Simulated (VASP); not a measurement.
# K16S7O (a cell with a defect) in VASP: electric field gradients with PBE

Aim: the electric field gradients of K16S7O (a cell with a defect) with PBE.

Program: VASP 6.6.1. These are calculated values, not measurements. Logs are shortened: lines on timing, memory, paths and dates and some standing lists are left out, and cuts for length are marked.

## 1. The crystal as given

The cell holds a defect, 24 atoms: a = 10.452 Å, b = 10.452 Å, c = 10.452 Å, α = 60.00°, β = 60.00°, γ = 60.00°.

## 2. Electric field gradients, PBE

The input, INCAR:

```
SYSTEM = K16S7O
  PREC = Accurate
  ENCUT = 520
  EDIFF = 1E-8
  ISMEAR = -1
  SIGMA = 0.01
  LREAL = Auto
  LASPH = .True.
  NELM = 100
  ALGO = Fast
  ISIF = 2
  LWAVE = .False.
  LCHARG = .False.
  GGA = PE
  LEFG = .True.
  NBANDS = 114
```

The input, KPOINTS:

```
Automatic mesh
0
Gamma
  2 2 2
  0 0 0
```

The input, POSCAR:

```
K16S7O
1.0
    0.0000000000      7.3910000000      7.3910000000
    7.3910000000      0.0000000000      7.3910000000
    7.3910000000      7.3910000000      0.0000000000
K O S
16 1 7
Direct
    0.1250000000      0.1250000000      0.1250000000
    0.1250000000      0.1250000000      0.6250000000
    0.1250000000      0.6250000000      0.1250000000
    0.1250000000      0.6250000000      0.6250000000
    0.6250000000      0.1250000000      0.1250000000
    0.6250000000      0.1250000000      0.6250000000
    0.6250000000      0.6250000000      0.1250000000
    0.6250000000      0.6250000000      0.6250000000
    0.3750000000      0.3750000000      0.3750000000
    0.3750000000      0.3750000000      0.8750000000
    0.3750000000      0.8750000000      0.3750000000
    0.3750000000      0.8750000000      0.8750000000
    0.8750000000      0.3750000000      0.3750000000
    0.8750000000      0.3750000000      0.8750000000
    0.8750000000      0.8750000000      0.3750000000
    0.8750000000      0.8750000000      0.8750000000
    0.0000000000      0.0000000000      0.0000000000
    0.0000000000      0.0000000000      0.5000000000
    0.0000000000      0.5000000000      0.0000000000
    0.0000000000      0.5000000000      0.5000000000
    0.5000000000      0.0000000000      0.0000000000
    0.5000000000      0.0000000000      0.5000000000
    0.5000000000      0.5000000000      0.0000000000
    0.5000000000      0.5000000000      0.5000000000
```

Potentials or basis: VASP PAW PBE potentials, release 64 (K_sv, O, S).

Run with:

```console
$ cat potpaw_PBE.64/K_sv/POTCAR potpaw_PBE.64/O/POTCAR potpaw_PBE.64/S/POTCAR > POTCAR
$ mpirun -np 1 vasp_std > vasp.out
```

OUTCAR:

```text
SYSTEM = K16S7O
   PREC = Accurate
   ENCUT = 520
   EDIFF = 1E-8
   ISMEAR = -1
   LREAL = Auto
   LASPH = .True.
   NELM = 100
   ISIF = 2
   GGA = PE

 ion  position               nearest neighbor table
   1  0.125  0.125  0.125-  18 3.20  19 3.20  21 3.20  13 3.70  14 3.70  15 3.70  10 3.70  11 3.70
                            12 3.70
   2  0.125  0.125  0.625-  18 3.20  20 3.20  22 3.20  13 3.70  14 3.70  16 3.70   9 3.70  11 3.70
                            12 3.70
   3  0.125  0.625  0.125-  19 3.20  20 3.20  23 3.20  13 3.70  15 3.70  16 3.70   9 3.70  10 3.70
                            12 3.70
   4  0.125  0.625  0.625-  20 3.20  19 3.20  18 3.20  24 3.20  15 3.70  16 3.70   9 3.70  10 3.70
                            11 3.70  14 3.70
   5  0.625  0.125  0.125-  21 3.20  22 3.20  23 3.20  14 3.70  15 3.70  16 3.70   9 3.70  10 3.70
                            11 3.70
   6  0.625  0.125  0.625-  22 3.20  21 3.20  18 3.20  24 3.20  15 3.70  16 3.70   9 3.70  10 3.70
                            12 3.70  13 3.70
   7  0.625  0.625  0.125-  23 3.20  21 3.20  19 3.20  24 3.20  14 3.70  16 3.70   9 3.70  11 3.70
                            12 3.70  13 3.70
   8  0.625  0.625  0.625-  24 3.20  22 3.20  23 3.20  20 3.20  14 3.70  15 3.70  10 3.70  11 3.70
                            12 3.70  13 3.70
   9  0.375  0.375  0.375-  24 3.20  22 3.20  23 3.20  20 3.20   6 3.70   7 3.70   2 3.70   3 3.70
                             4 3.70   5 3.70
  10  0.375  0.375  0.875-  23 3.20  21 3.20  19 3.20  24 3.20   6 3.70   8 3.70   1 3.70   3 3.70
                             4 3.70   5 3.70
  11  0.375  0.875  0.375-  22 3.20  21 3.20  18 3.20  24 3.20   7 3.70   8 3.70   1 3.70   2 3.70
                             4 3.70   5 3.70
  12  0.375  0.875  0.875-  21 3.20  22 3.20  23 3.20   6 3.70   7 3.70   8 3.70   1 3.70   2 3.70
                             3 3.70
  13  0.875  0.375  0.375-  20 3.20  19 3.20  18 3.20  24 3.20   7 3.70   8 3.70   1 3.70   2 3.70
                             3 3.70   6 3.70
  14  0.875  0.375  0.875-  19 3.20  20 3.20  23 3.20   5 3.70   7 3.70   8 3.70   1 3.70   2 3.70
                             4 3.70
  15  0.875  0.875  0.375-  18 3.20  20 3.20  22 3.20   5 3.70   6 3.70   8 3.70   1 3.70   3 3.70
                             4 3.70
  16  0.875  0.875  0.875-  18 3.20  19 3.20  21 3.20   5 3.70   6 3.70   7 3.70   2 3.70   3 3.70
                             4 3.70
  17  0.000  0.000  0.000-
  18  0.000  0.000  0.500-   2 3.20  15 3.20   4 3.20   6 3.20  11 3.20  13 3.20   1 3.20  16 3.20

  19  0.000  0.500  0.000-   3 3.20  14 3.20   4 3.20   7 3.20  10 3.20  13 3.20   1 3.20  16 3.20

  20  0.000  0.500  0.500-   4 3.20  13 3.20   2 3.20   8 3.20   9 3.20   3 3.20  14 3.20  15 3.20
[... 5 lines left out ...]
  23  0.500  0.500  0.000-   7 3.20  10 3.20   3 3.20   8 3.20   9 3.20   5 3.20  12 3.20  14 3.20

  24  0.500  0.500  0.500-   8 3.20   9 3.20   7 3.20   4 3.20   6 3.20  10 3.20  11 3.20  13 3.20

  LATTYP: Found a face centered cubic cell.
 ALAT       =    14.7820000000

  Lattice vectors:

 A1 = (   0.0000000000,   7.3910000000,   7.3910000000)
 A2 = (   7.3910000000,   0.0000000000,   7.3910000000)
 A3 = (   7.3910000000,   7.3910000000,   0.0000000000)

Analysis of symmetry for initial positions (statically):
=====================================================================
 Subroutine PRICEL returns:
 Original cell was already a primitive cell.

 Routine SETGRP: Setting up the symmetry group for a
 face centered cubic supercell.

 Subroutine GETGRP returns: Found 48 space group operations
 (whereof 48 operations were pure point group operations)
 out of a pool of 48 trial point group operations.

The static configuration has the point symmetry O_h .

Analysis of symmetry for dynamics (positions and initial velocities):
=====================================================================
 Subroutine PRICEL returns:
 Original cell was already a primitive cell.

 Routine SETGRP: Setting up the symmetry group for a
 face centered cubic supercell.

 Subroutine GETGRP returns: Found 48 space group operations
 (whereof 48 operations were pure point group operations)
 out of a pool of 48 trial point group operations.

The dynamic configuration has the point symmetry O_h .

 Subroutine INISYM returns: Found 48 space group operations
 (whereof 48 operations are pure point group operations),
 and found     1 'primitive' translations

----------------------------------------------------------------------------------------

                                     Primitive cell

  volume of cell :     807.4946

  direct lattice vectors                    reciprocal lattice vectors
     0.000000000  7.391000000  7.391000000    -0.067649844  0.067649844  0.067649844
     7.391000000  0.000000000  7.391000000     0.067649844 -0.067649844  0.067649844
     7.391000000  7.391000000  0.000000000     0.067649844  0.067649844 -0.067649844

[... 105 lines left out ...]
   EDIFF  = 0.1E-07   stopping-criterion for ELM
   LREAL  =      T    real-space projection
   EDIFFG = 0.1E-06   stopping-criterion for IOM
   NSW    =      0    number of steps for IOM
   IBRION =     -1    ionic relax: 0-MD 1-quasi-New 2-CG
   NFREE  =      0    steps in history (QN), initial steepest desc. (CG)
   ISIF   =      2    stress and relaxation
   ISYM   =      2    0-nonsym 1-usesym 2-fastsym
   POTIM  = 0.5000    time-step for ionic-motion
   TEBEG  =    0.0;   TEEND  =   0.0 temperature during run
   PSTRESS=    0.0 pullay stress
   NELECT =     192.0000    total number of electrons
   NUPDOWN=      -1.0000    fix difference up-down
   EMIN   =  10.00;   EMAX   =-10.00  energy-range for DOS
   EFERMI =   0.00;   METHOD = LEGACY
   ISMEAR =    -1;   SIGMA  =   0.01  broadening in eV -4-tet -1-fermi 0-gaus
   EFERMI_NEDOS =   21; number of points for ismear=-14 and -15
   IALGO  =     68    algorithm
   IMIX   =      4    mixing-type and parameters
     AMIX     =   0.40;   BMIX     =  1.00
     AMIX_MAG =   1.60;   BMIX_MAG =  1.00
  volume/ion in A,a.u.               =      33.65       227.05
  Fermi-wavevector in a.u.,A,eV,Ry     =   1.014212  1.916583 13.995304  1.028626
  Thomas-Fermi vector in A             =   2.147426
   LORBIT       =      0    0 simple, 1 ext, 2 COOP (PROOUT), +10 PAW based schemes
   GGA     = PE    functional components
   LHFCALC =     F    Hartree Fock is set to
   AEXX    =    0.0000 exact exchange contribution
   IVDW    =     0    specifies the selected vdW correction
   LEPSILON=     F    determine dielectric tensor
   LRPA    =     F    only Hartree local field effects (RPA)
 non-spin polarized calculation
 RMM-DIIS sequential band-by-band and
  energy-cutoff  :      520.00
  volume of cell :      807.49
 maximum number of plane-waves:     21883
 NGX is ok and might be reduce to    80
   NGX = 39   NGY = 39   NGZ = 39

 number of electron     191.9999967 magnetization

 Free energy of the ion-electron system (eV)
  ---------------------------------------------------
  ext. energy  EPLUGINS =         0.00000000
  ---------------------------------------------------
  free energy    TOTEN  =       -75.37650893 eV

  energy without entropy =      -75.37650893  energy(sigma->0) =      -75.37650893

 E-fermi :   0.9301     XC(G=0):  -7.2922

 val. band max:        0.6094013103   @ k =   0.0000   0.0000   0.0000
 cond. band min:       1.8057635396   @ k =   0.0000   0.0000   0.0000
 fundamental gap:      1.1963622293
 Fermi energy:         0.9301352531

 k-point     1 :       0.0000    0.0000    0.0000
  band No.  band energies     occupation
      1     -29.7283      2.00000
      2     -29.6998      2.00000
      3     -29.6998      2.00000
      4     -29.6998      2.00000
      5     -29.6867      2.00000
      6     -29.6867      2.00000
[... 322 lines left out ...]
    107       4.8034      0.00000
    108       4.8035      0.00000
 [bands above 108 left out]

------------------------ aborting loop because EDIFF is reached ----------------------------------------

  FORCE on cell =-STRESS in cart. coord.  units (eV):
  Direction    XX          YY          ZZ          XY          YZ          ZX
  --------------------------------------------------------------------------------------
  -------------------------------------------------------------------------------------
  Total       -0.1874275     -0.1874275     -0.1874275     -0.0000000      0.0000000     -0.0000000
  in kB       -0.3718813     -0.3718813     -0.3718813     -0.0000000      0.0000000     -0.0000000
  external PRESSURE =      -0.3718813 kB  Pullay stress =       0.0000000 kB

 VOLUME and BASIS-vectors are now :
 -----------------------------------------------------------------------------
  energy-cutoff  :      520.00
  volume of cell :      807.49
      direct lattice vectors                 reciprocal lattice vectors
     0.000000000  7.391000000  7.391000000    -0.067649844  0.067649844  0.067649844
     7.391000000  0.000000000  7.391000000     0.067649844 -0.067649844  0.067649844
     7.391000000  7.391000000  0.000000000     0.067649844  0.067649844 -0.067649844

 POSITION                                       TOTAL-FORCE (eV/Angst)
 -----------------------------------------------------------------------------------
      1.84775      1.84775      1.84775        -0.218627     -0.218627     -0.218627
      5.54325      5.54325      1.84775         0.218627      0.218627     -0.218627
      5.54325      1.84775      5.54325         0.218627     -0.218627      0.218627
      9.23875      5.54325      5.54325        -0.001941      0.001941      0.001941
      1.84775      5.54325      5.54325        -0.218627      0.218627      0.218627
      5.54325      9.23875      5.54325         0.001941     -0.001941      0.001941
[... 16 lines left out ...]
      3.69550      3.69550      7.39100         0.000000      0.000000      0.000000
      7.39100      7.39100      7.39100         0.000000      0.000000      0.000000
 -----------------------------------------------------------------------------------
    total drift:                                0.000000      0.000000     -0.000000

  FREE ENERGIE OF THE ION-ELECTRON SYSTEM (eV)
  ---------------------------------------------------
  free  energy   TOTEN  =       -75.3765089306 eV

  energy  without entropy=      -75.3765089306  energy(sigma->0) =      -75.37650893

 Electric field gradients (V/A^2)
---------------------------------------------------------------------
 ion       V_xx      V_yy      V_zz      V_xy      V_xz      V_yz
---------------------------------------------------------------------
   1       0.000     0.000    -0.000     2.366     2.366     2.366
   2       0.000     0.000    -0.000     2.366    -2.365    -2.365
   3       0.000    -0.000     0.000    -2.365     2.366    -2.365
   4      -0.000     0.000     0.000    -0.018    -0.018     0.018
   5      -0.000     0.000     0.000    -2.365    -2.365     2.366
   6       0.000    -0.000     0.000    -0.018     0.018    -0.018
[... 16 lines left out ...]
  23       0.038     0.038    -0.077    -0.656    -0.000    -0.000
  24       0.000     0.000     0.000    -0.000    -0.000    -0.000
---------------------------------------------------------------------

 Electric field gradients after diagonalization (V/A^2)
 (convention: |V_zz| > |V_xx| > |V_yy|)
----------------------------------------------------------------------
 ion       V_xx      V_yy      V_zz     asymmetry (V_yy - V_xx)/ V_zz
----------------------------------------------------------------------
   1      -2.366    -2.366     4.731       0.000
   2      -2.366    -2.365     4.731       0.000
   3      -2.366    -2.365     4.731       0.000
   4      -0.018    -0.018     0.036       0.020
   5      -2.366    -2.365     4.731       0.000
   6      -0.018    -0.018     0.036       0.020
[... 16 lines left out ...]
  23      -0.617    -0.077     0.694       0.779
  24       0.000     0.000    -0.001       0.000
----------------------------------------------------------------------

           NMR quadrupolar parameters

 Cq : quadrupolar parameter    Cq=e*Q*V_zz/h
 eta: asymmetry parameters     (V_yy - V_xx)/ V_zz
 Q  : nuclear electric quadrupole moment in mb (millibarn)
----------------------------------------------------------------------
 ion       Cq(MHz)       eta       Q (mb)
----------------------------------------------------------------------
   1       0.011       0.000       1.000
   2       0.011       0.000       1.000
   3       0.011       0.000       1.000
   4       0.000       0.020       1.000
   5       0.011       0.000       1.000
   6       0.000       0.020       1.000
[... 16 lines left out ...]
  23       0.002       0.779       1.000
  24      -0.000       0.000       1.000
----------------------------------------------------------------------
```

Run time: 43 min. Hardware: 1 thread of Intel Xeon Platinum 8488C (Sapphire Rapids), shared host; peak memory 1.1 GiB.

Results:

```yaml
Free_energy: -75.3765 eV
Pressure: 0.0 GPa
Largest_force: 0.379 eV/Å
Band_gap_on_the_k_mesh: 1.20 eV, direct
```

Forces on the atoms (eV/Å):
```
K   -0.219 -0.219 -0.219
K    0.219  0.219 -0.219
K    0.219 -0.219  0.219
K   -0.002  0.002  0.002
K   -0.219  0.219  0.219
K    0.002 -0.002  0.002
K    0.002  0.002 -0.002
K   -0.002 -0.002 -0.002
K    0.002  0.002  0.002
K   -0.002 -0.002  0.002
K   -0.002  0.002 -0.002
K    0.219 -0.219 -0.219
K    0.002 -0.002 -0.002
K   -0.219  0.219 -0.219
K   -0.219 -0.219  0.219
K    0.219  0.219  0.219
O    0.000  0.000  0.000
S    0.000  0.000  0.000
S    0.000  0.000  0.000
S    0.000  0.000  0.000
S    0.000  0.000  0.000
S    0.000  0.000  0.000
S    0.000  0.000  0.000
S    0.000  0.000  0.000
```

Levels at points of the mesh, in eV from the valence-band top:
```tsv
k point	band 92	band 93	band 94	band 95	band 96	band 97	band 98	band 99	band 100	band 101
(0.00, 0.00, 0.00)	-1.13	-1.13	0.00	0.00	0.00	1.20	2.39	2.46	2.46	3.51
(0.50, 0.00, 0.00)	-1.16	-1.16	-0.05	-0.01	-0.01	2.21	2.27	2.77	2.77	2.81
(0.50, 0.50, 0.00)	-1.20	-1.14	-0.04	-0.03	-0.03	2.48	2.49	2.60	2.67	2.91
```

Electric field gradients, principal values (V/Å²):
```
atom     Vxx     Vyy     Vzz
 1 K  -2.366  -2.366   4.731
 2 K  -2.365  -2.366   4.731
 3 K  -2.365  -2.366   4.731
 4 K  -0.018  -0.018   0.036
 5 K  -2.365  -2.366   4.731
 6 K  -0.018  -0.018   0.036
 7 K  -0.018  -0.018   0.036
 8 K  -0.018  -0.018   0.037
 9 K  -0.018  -0.018   0.037
10 K  -0.018  -0.018   0.036
11 K  -0.018  -0.018   0.036
12 K  -2.365  -2.366   4.731
13 K  -0.018  -0.018   0.036
14 K  -2.365  -2.366   4.731
15 K  -2.365  -2.366   4.731
16 K  -2.366  -2.366   4.731
17 O  -0.001  -0.001   0.001
18 S  -0.077  -0.617   0.694
19 S  -0.077  -0.617   0.694
20 S  -0.077  -0.617   0.694
21 S  -0.077  -0.617   0.694
22 S  -0.077  -0.617   0.694
23 S  -0.077  -0.617   0.694
24 S   0.000   0.000  -0.001
```
